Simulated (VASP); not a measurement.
Write the native input for VASP 6.6.1 that does the following.

```yaml
Task: relaxation of cell and atoms
Functional: PBE
Potentials_or_basis: VASP PAW PBE potentials, release 64 (Ga_d, Bi_d, Se)
Cutoff: 520 eV
k_mesh: 3 × 3 × 3
Occupations: gaussian, width 0.15 eV
Spin: no spin polarisation
Further_INCAR_settings: PREC = Normal; ALGO = Fast; EDIFF = 0.0001; IBRION = 2; EDIFFG = -0.08; NSW = 24; ISIF = 3
```

The structure of GaBiSe4 lies in POSCAR:

```
GaBiSe4
1.0
    6.1150826700      0.0000000000      0.0000000000
   -3.0575413400      5.2958169400      0.0000000000
    0.0000000000      0.0000000000      4.9966536500
Ga Bi Se
1 1 4
Direct
    0.0000000000      0.0000000000      0.0000000000
    0.6666666700      0.3333333300      0.0000000000
    0.3333333300      0.6666666700      0.0000000000
    0.6595750800      0.8297875400      0.5000000000
    0.1702124600      0.8297875400      0.5000000000
    0.1702124600      0.3404249200      0.5000000000
```

The cell was built by a generator and needn't be a form met in nature.

One way to write it, as run:

INCAR

```
SYSTEM = GaBiSe4
PREC = Normal ; ENCUT = 520
EDIFF = 1E-4 ; ISMEAR = 0
SIGMA = 0.15 ; LREAL = .FALSE.
LASPH = .TRUE. ; NELM = 60
ALGO = Fast ; ISIF = 3
LWAVE = .FALSE. ; LCHARG = .FALSE.
GGA = PE ; IBRION = 2
NSW = 24 ; EDIFFG = -0.08
```

KPOINTS

```
regular mesh
0
G
  3 3 3
  0 0 0
```

Potentials or basis: VASP PAW PBE potentials, release 64 (Ga_d, Bi_d, Se).

The run is started by

```console
$ cat potpaw_PBE.64/Ga_d/POTCAR potpaw_PBE.64/Bi_d/POTCAR potpaw_PBE.64/Se/POTCAR > POTCAR
$ mpirun -np 1 vasp_std > vasp.out
```

Results of the run:

```
Relaxed volume                         : 23.56 Å³/atom
Relaxed cell                           : a = 6.060 Å, b = 6.060 Å, c = 4.446 Å, α = 90.00°, β = 90.00°, γ = 120.00°
Space group after relaxing (to 0.05 Å) : P-6m2 (No. 187)
Energy gained by relaxing              : 98.8 meV/atom
Ionic steps                            : 10
Pressure after relaxing                : -0.1 GPa
Largest force after relaxing           : 0.074 eV/Å
Band gap on the k mesh                 : none (metal or under the smearing width)
```

Caveat: the k mesh is coarse (spacing up to 0.42 Å⁻¹), so the values aren't converged; spin-orbit coupling is left out, which moves the levels of the heavy elements; the relaxation stopped at a loose force limit of 0.08 eV/Å, so its end isn't a converged minimum.

Wall time 2.9 min on 1 thread of Intel(R) Xeon(R) Platinum 8259CL CPU @ 2.50GHz (Skylake/Cascade Lake) (shared host), peak memory 0.21 GiB.
